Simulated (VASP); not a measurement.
# Nb2SiN (P6/mmm) in VASP: a series of runs

Runs on Nb2SiN. Level: PBE. Tasks: single point.

All numbers are computed with VASP 6.6.1; they aren't measurements. Logs are shortened: lines on timing, memory, paths and dates and some standing lists are left out, and cuts for length are marked.

### 1 The cell of the first run

Symmetry: P6/mmm, No. 191, hexagonal system. Conventional cell: a = 3.175 Å, b = 3.175 Å, c = 6.435 Å, α = 90.00°, β = 90.00°, γ = 120.00°. Nb (site symmetry 6mm) is surrounded by 1 N at 1.29 Å. Si (site symmetry 6/mmm) is surrounded by 2 Nb at 1.93 Å. Around N (site symmetry 6/mmm) lie 2 Nb at 1.29 Å.

The cell was built by a generator and needn't be a form met in nature.

### 2 Single point, PBE (random cell by space group and Wyckoff sites (P6/mmm, No. 191))

Input file INCAR:

```
PREC = Accurate
ENCUT = 520
EDIFF = 1E-6
ISMEAR = 0
SIGMA = 0.1
LREAL = F
LASPH = T
NELM = 60
ALGO = Normal
ISIF = 2
LWAVE = F
LCHARG = T
GGA = PE
LELF = T
LVHAR = T
NBANDS = 26
```

Input file KPOINTS:

```
Automatic mesh
0
Gamma
  6 6 4
```

Input file POSCAR:

```
Nb2SiN
1.0
    3.1749839500      0.0000000000      0.0000000000
   -1.5874919700      2.7496167500      0.0000000000
    0.0000000000      0.0000000000      6.4350497200
Nb Si N
2 1 1
Direct
    0.0000000000      0.0000000000      0.8001391400
    0.0000000000      0.0000000000      0.1998608600
    0.0000000000      0.0000000000      0.5000000000
    0.0000000000      0.0000000000      0.0000000000
```

Potentials or basis: VASP PAW PBE potentials, release 64 (Nb_sv, Si, N).

Launch:

```sh
> cat potpaw_PBE.64/Nb_sv/POTCAR potpaw_PBE.64/Si/POTCAR potpaw_PBE.64/N/POTCAR > POTCAR
> mpirun -np 1 vasp_std > vasp.out
```

OUTCAR:

```text
PREC = Accurate
   ENCUT = 520
   EDIFF = 1E-6
   ISMEAR = 0
   LREAL = F
   LASPH = T
   NELM = 60
   ISIF = 2
   GGA = PE

 ion  position               nearest neighbor table
   1  0.000  0.000  0.800-   4 1.29   3 1.93   2 2.57
   2  0.000  0.000  0.200-   4 1.29   3 1.93   1 2.57
   3  0.000  0.000  0.500-   1 1.93   2 1.93
   4  0.000  0.000  0.000-   1 1.29   2 1.29

  LATTYP: Found a hexagonal cell.
 ALAT       =     3.1749839500
 C/A-ratio  =     2.0267975591

  Lattice vectors:

 A1 = (   3.1749839500,   0.0000000000,   0.0000000000)
 A2 = (  -1.5874919700,   2.7496167500,   0.0000000000)
 A3 = (   0.0000000000,   0.0000000000,   6.4350497200)

Analysis of symmetry for initial positions (statically):
=====================================================================
 Subroutine PRICEL returns:
 Original cell was already a primitive cell.

 Routine SETGRP: Setting up the symmetry group for a
 hexagonal supercell.

 Subroutine GETGRP returns: Found 24 space group operations
 (whereof 24 operations were pure point group operations)
 out of a pool of 24 trial point group operations.

The static configuration has the point symmetry D_6h.

Analysis of symmetry for dynamics (positions and initial velocities):
=====================================================================
 Subroutine PRICEL returns:
 Original cell was already a primitive cell.

 Routine SETGRP: Setting up the symmetry group for a
 hexagonal supercell.

 Subroutine GETGRP returns: Found 24 space group operations
 (whereof 24 operations were pure point group operations)
 out of a pool of 24 trial point group operations.

The dynamic configuration has the point symmetry D_6h.

 Subroutine INISYM returns: Found 24 space group operations
 (whereof 24 operations are pure point group operations),
 and found     1 'primitive' translations

----------------------------------------------------------------------------------------

                                     Primitive cell

  volume of cell :      56.1779

  direct lattice vectors                    reciprocal lattice vectors
     3.174983950  0.000000000  0.000000000     0.314962222  0.181843524  0.000000000
    -1.587491970  2.749616750  0.000000000     0.000000000  0.363687048  0.000000000
     0.000000000  0.000000000  6.435049720     0.000000000  0.000000000  0.155398955

  length of vectors
     3.174983950  3.174983941  6.435049720     0.363687047  0.363687048  0.155398955

  position of ions in fractional coordinates (direct lattice)
     0.000000000  0.000000000  0.800139140
     0.000000000  0.000000000  0.199860860
     0.000000000  0.000000000  0.500000000
     0.000000000  0.000000000  0.000000000

  ion indices of the primitive-cell ions
   primitive index   ion index
                 1           1
                 2           2
                 3           3
                 4           4

----------------------------------------------------------------------------------------

 KPOINTS: Automatic mesh

Automatic generation of k-mesh.
 Grid dimensions read from file:
 generate k-points for:    6    6    4

 Generating k-lattice:

  Cartesian coordinates                     Fractional coordinates (reciprocal lattice)
     0.052493704  0.030307254  0.000000000     0.166666667  0.000000000  0.000000000
     0.000000000  0.060614508  0.000000000     0.000000000  0.166666667  0.000000000
     0.000000000  0.000000000  0.038849739     0.000000000  0.000000000  0.250000000

  Length of vectors
     0.060614508  0.060614508  0.038849739

  Shift w.r.t. Gamma in fractional coordinates (k-lattice)
     0.000000000  0.000000000  0.000000000

 Subroutine IBZKPT returns following result:
 ===========================================

 Found     21 irreducible k-points:

 Following reciprocal coordinates:
            Coordinates               Weight
  0.000000  0.000000  0.000000      1.000000
  0.166667  0.000000  0.000000      6.000000
  0.333333  0.000000  0.000000      6.000000
  0.500000  0.000000  0.000000      3.000000
  0.166667  0.166667  0.000000      6.000000
  0.333333  0.166667  0.000000     12.000000
[... 13 lines left out ...]
  0.333333  0.166667  0.500000     12.000000
  0.333333  0.333333  0.500000      2.000000
   k-points           NKPTS =     21   k-points in BZ     NKDIM =     21   number of bands    NBANDS=     26
   number of dos      NEDOS =    301   number of ions     NIONS =      4
   total plane-waves  NPLWV =  27648
   dimension x,y,z NGX =    24 NGY =   24 NGZ =   48
   dimension x,y,z NGXF=    48 NGYF=   48 NGZF=   96
   ions per type =               2   1   1
   NGX,Y,Z   is equivalent  to a cutoff of  12.57, 12.57, 12.40 a.u.
   NGXF,Y,Z  is equivalent  to a cutoff of  25.13, 25.13, 24.80 a.u.
 SYSTEM =  unknown system
   PREC   = accura    normal or accurate (medium, high low for compatibility)
   ISTART =      0    job   : 0-new  1-cont  2-samecut
   ICHARG =      2    charge: 1-file 2-atom 10-const
   ISPIN  =      1    spin polarized calculation?
   LNONCOLLINEAR =      F non collinear calculations
   LSORBIT =      F    spin-orbit coupling
   LASPH  =      T    aspherical Exc in radial PAW
   ENCUT  =  520.0 eV  38.22 Ry    6.18 a.u.   5.90  5.90 11.96*2*pi/ulx,y,z
   NELM   =     60;   NELMIN=  2; NELMDL= -5     # of ELM steps
   EDIFF  = 0.1E-05   stopping-criterion for ELM
   LREAL  =      F    real-space projection
   EDIFFG = 0.1E-04   stopping-criterion for IOM
   NSW    =      0    number of steps for IOM
   IBRION =     -1    ionic relax: 0-MD 1-quasi-New 2-CG
   NFREE  =      0    steps in history (QN), initial steepest desc. (CG)
   ISIF   =      2    stress and relaxation
   ISYM   =      2    0-nonsym 1-usesym 2-fastsym
   POTIM  = 0.5000    time-step for ionic-motion
   TEBEG  =    0.0;   TEEND  =   0.0 temperature during run
   PSTRESS=    0.0 pullay stress
   NELECT =      35.0000    total number of electrons
   NUPDOWN=      -1.0000    fix difference up-down
   EMIN   =  10.00;   EMAX   =-10.00  energy-range for DOS
   EFERMI =   0.00;   METHOD = LEGACY
   ISMEAR =     0;   SIGMA  =   0.10  broadening in eV -4-tet -1-fermi 0-gaus
   EFERMI_NEDOS =   21; number of points for ismear=-14 and -15
   IALGO  =     38    algorithm
   IMIX   =      4    mixing-type and parameters
     AMIX     =   0.40;   BMIX     =  1.00
     AMIX_MAG =   1.60;   BMIX_MAG =  1.00
  volume/ion in A,a.u.               =      14.04        94.78
  Fermi-wavevector in a.u.,A,eV,Ry     =   1.398220  2.642253 26.599667  1.955020
  Thomas-Fermi vector in A             =   2.521400
   LORBIT       =      0    0 simple, 1 ext, 2 COOP (PROOUT), +10 PAW based schemes
   GGA     = PE    functional components
   LHFCALC =     F    Hartree Fock is set to
   AEXX    =    0.0000 exact exchange contribution
   IVDW    =     0    specifies the selected vdW correction
   LEPSILON=     F    determine dielectric tensor
   LRPA    =     F    only Hartree local field effects (RPA)
 non-spin polarized calculation
 Gauss-broadening in eV      SIGMA  =   0.10
  energy-cutoff  :      520.00
  volume of cell :       56.18
 maximum number of plane-waves:      1524
 NGX is ok and might be reduce to    24
   NGX = 11   NGY = 11   NGZ = 23

 number of electron      35.0000002 magnetization

 Free energy of the ion-electron system (eV)
  ---------------------------------------------------
  ext. energy  EPLUGINS =         0.00000000
  ---------------------------------------------------
  free energy    TOTEN  =         0.40467761 eV

  energy without entropy =        0.41926199  energy(sigma->0) =        0.41196980

 E-fermi :  10.6247     XC(G=0): -11.7779

 val. band max:       10.6130979364   @ k =   0.1667   0.0000   0.0000
 cond. band min:      10.6797686430   @ k =   0.3333   0.1667   0.0000
 fundamental gap:      0.0666707066
 Fermi energy:        10.6247021317

 k-point     1 :       0.0000    0.0000    0.0000
  band No.  band energies     occupation
      1     -45.6065      2.00000
      2     -45.4184      2.00000
      3     -26.2576      2.00000
      4     -25.0745      2.00000
      5     -20.4233      2.00000
      6     -20.4233      2.00000
[... 18 lines left out ...]
     25      18.5775      0.00000
     26      20.5024      0.00000

 k-point     2 :       0.1667    0.0000    0.0000
  band No.  band energies     occupation
      1     -45.5924      2.00000
      2     -45.4058      2.00000
      3     -26.2385      2.00000
      4     -25.0620      2.00000
      5     -20.5622      2.00000
      6     -20.4555      2.00000
[... 18 lines left out ...]
     25      19.0052      0.00000
     26      19.6084      0.00000

 k-point     3 :       0.3333    0.0000    0.0000
  band No.  band energies     occupation
      1     -45.5641      2.00000
      2     -45.3806      2.00000
      3     -26.2003      2.00000
      4     -25.0368      2.00000
      5     -20.8315      2.00000
      6     -20.5192      2.00000
[... 18 lines left out ...]
     25      18.7964      0.00000
     26      19.2689      0.00000

 k-point     4 :       0.5000    0.0000    0.0000
  band No.  band energies     occupation
      1     -45.5499      2.00000
      2     -45.3679      2.00000
      3     -26.1810      2.00000
      4     -25.0241      2.00000
      5     -20.9622      2.00000
      6     -20.5508      2.00000
[... 18 lines left out ...]
     25      16.4792      0.00000
     26      16.9123      0.00000

 k-point     5 :       0.1667    0.1667    0.0000
  band No.  band energies     occupation
      1     -45.5712      2.00000
      2     -45.3870      2.00000
      3     -26.2098      2.00000
      4     -25.0431      2.00000
      5     -20.7394      2.00000
      6     -20.5303      2.00000
[... 18 lines left out ...]
     25      19.2614      0.00000
     26      20.2053      0.00000

 k-point     6 :       0.3333    0.1667    0.0000
  band No.  band energies     occupation
      1     -45.5499      2.00000
      2     -45.3679      2.00000
      3     -26.1811      2.00000
      4     -25.0241      2.00000
      5     -20.8944      2.00000
      6     -20.6226      2.00000
[... 340 lines left out ...]
 k-point    18 :       0.5000    0.0000    0.5000
  band No.  band energies     occupation
      1     -45.5445      2.00000
      2     -45.3735      2.00000
      3     -26.1299      2.00000
      4     -25.0849      2.00000
      5     -20.9598      2.00000
      6     -20.5503      2.00000
[... 18 lines left out ...]
     25      16.7980      0.00000
     26      16.8883      0.00000

 k-point    19 :       0.1667    0.1667    0.5000
  band No.  band energies     occupation
      1     -45.5658      2.00000
      2     -45.3925      2.00000
      3     -26.1575      2.00000
      4     -25.1055      2.00000
      5     -20.7378      2.00000
      6     -20.5297      2.00000
[... 18 lines left out ...]
     25      16.4206      0.00000
     26      16.5489      0.00000

 k-point    20 :       0.3333    0.1667    0.5000
  band No.  band energies     occupation
      1     -45.5445      2.00000
      2     -45.3735      2.00000
      3     -26.1299      2.00000
      4     -25.0848      2.00000
      5     -20.8923      2.00000
      6     -20.6218      2.00000
[... 18 lines left out ...]
     25      16.2436      0.00000
     26      17.8244      0.00000

 k-point    21 :       0.3333    0.3333    0.5000
  band No.  band energies     occupation
      1     -45.5374      2.00000
      2     -45.3672      2.00000
      3     -26.1206      2.00000
      4     -25.0777      2.00000
      5     -20.7994      2.00000
      6     -20.7994      2.00000
[... 18 lines left out ...]
     25      15.8925      0.00000
     26      19.0120      0.00000

------------------------ aborting loop because EDIFF is reached ----------------------------------------

  FORCE on cell =-STRESS in cart. coord.  units (eV):
  Direction    XX          YY          ZZ          XY          YZ          ZX
  --------------------------------------------------------------------------------------
  -------------------------------------------------------------------------------------
  Total       -1.6051021     -1.6051021    216.7322744     -0.0000000     -0.0000000      0.0000000
  in kB      -45.7770337    -45.7770335   6181.1397838     -0.0000001     -0.0000000      0.0000000
  external PRESSURE =    2029.8619055 kB  Pullay stress =       0.0000000 kB

 VOLUME and BASIS-vectors are now :
 -----------------------------------------------------------------------------
  energy-cutoff  :      520.00
  volume of cell :       56.18
      direct lattice vectors                 reciprocal lattice vectors
     3.174983950  0.000000000  0.000000000     0.314962222  0.181843524  0.000000000
    -1.587491970  2.749616750  0.000000000     0.000000000  0.363687048  0.000000000
     0.000000000  0.000000000  6.435049720     0.000000000  0.000000000  0.155398955

 POSITION                                       TOTAL-FORCE (eV/Angst)
 -----------------------------------------------------------------------------------
      0.00000      0.00000      5.14894        -0.000000      0.000000    -53.922548
      0.00000      0.00000      1.28611        -0.000000     -0.000000     53.922548
      0.00000      0.00000      3.21752         0.000000      0.000000      0.000000
      0.00000      0.00000      0.00000         0.000000      0.000000      0.000000
 -----------------------------------------------------------------------------------
    total drift:                               -0.000000     -0.000000      0.000000

  FREE ENERGIE OF THE ION-ELECTRON SYSTEM (eV)
  ---------------------------------------------------
  free  energy   TOTEN  =         0.4046776095 eV

  energy  without entropy=        0.4192619853  energy(sigma->0) =        0.41196980
```

Wall time 45 s (1 thread of Intel Xeon Platinum 8488C (Sapphire Rapids), shared host); peak memory 0.18 GiB.

Results:

```
Free energy            : 0.4047 eV
Pressure               : 203.0 GPa
Largest force          : 53.923 eV/Å
Band gap on the k mesh : none (metal or under the smearing width)
```

Forces on the atoms (eV/Å):
```
Nb    0.000   0.000 -53.923
Nb    0.000   0.000  53.923
Si    0.000   0.000   0.000
N     0.000   0.000   0.000
```

Caveat: the k mesh is coarse (spacing up to 0.38 Å⁻¹), so the values aren't converged; a pressure of tens of GPa on the cell as given is suspect, and the run, the potentials or the cell itself is likely at fault; forces of over 1 eV/Å show positions far from the minimum, so gaps and moduli don't describe the material at rest.

### 3 Single point, PBE (random cell by space group and Wyckoff sites (P6/mmm, No. 191))

Input file INCAR:

```
PREC = Accurate ; ENCUT = 520
EDIFF = 1E-7 ; ISMEAR = 0
SIGMA = 0.1 ; LREAL = F
LASPH = T ; NELM = 100
ALGO = Fast ; ISIF = 2
LWAVE = F ; LCHARG = F
GGA = PE ; NBANDS = 26
```

Input file KPOINTS:

```
regular mesh
0
Gamma
  18 18 6
```

Input file POSCAR:

```
Nb2SiN
1.0
    2.9729968427      0.0000000000      0.0000000000
   -1.4864984214      2.5746907911      0.0000000000
    0.0000000000      0.0000000000      9.1333539361
Nb Si N
2 1 1
Direct
    0.0000000000      0.0000000000      0.7963481345
    0.0000000000      0.0000000000      0.2036518655
    0.0000000000      0.0000000000      0.5000000000
    0.0000000000      0.0000000000      0.0000000000
```

Potentials or basis: VASP PAW PBE potentials, release 64 (Nb_sv, Si, N).

Launch:

```sh
> cat potpaw_PBE.64/Nb_sv/POTCAR potpaw_PBE.64/Si/POTCAR potpaw_PBE.64/N/POTCAR > POTCAR
> mpirun -np 1 vasp_std > vasp.out
```

It took 9.6 min on 1 thread of Intel Xeon Platinum 8488C (Sapphire Rapids), shared host; peak memory 0.37 GiB.

It converged, with:

- Free energy: -31.9827 eV
- Pressure: -0.2 GPa
- Largest force: 0.017 eV/Å
- Band gap on the k mesh: none (metal or under the smearing width)

Forces in eV/Å, atoms in the order of the input:
```
Nb   0.000  0.000  0.017
Nb   0.000  0.000 -0.017
Si   0.000  0.000  0.000
N    0.000  0.000  0.000
```

Stress tensor (GPa, compression positive):
```
-0.11  0.00  0.00
 0.00 -0.11  0.00
 0.00  0.00 -0.26
```

Levels at points of the mesh, in eV from the Fermi level:
| k point | band 13 | band 14 | band 15 | band 16 | band 17 | band 18 | band 19 | band 20 | band 21 | band 22 |
| --- | --- | --- | --- | --- | --- | --- | --- | --- | --- | --- |
| (0.00, 0.00, 0.00) | -3.92 | -1.69 | -0.97 | -0.97 | 0.48 | 0.48 | 0.53 | 0.53 | 2.49 | 2.86 |
| (0.50, 0.00, 0.00) | -4.01 | -2.77 | -2.76 | -1.78 | -1.64 | 0.60 | 1.86 | 1.99 | 2.80 | 3.25 |
| (0.00, 0.00, 0.50) | -3.61 | -3.14 | -0.97 | -0.97 | 0.48 | 0.48 | 0.52 | 0.52 | 2.78 | 2.78 |
| (0.50, 0.00, 0.50) | -3.42 | -2.85 | -2.51 | -1.77 | -0.67 | -0.27 | -0.15 | 1.72 | 3.96 | 4.16 |
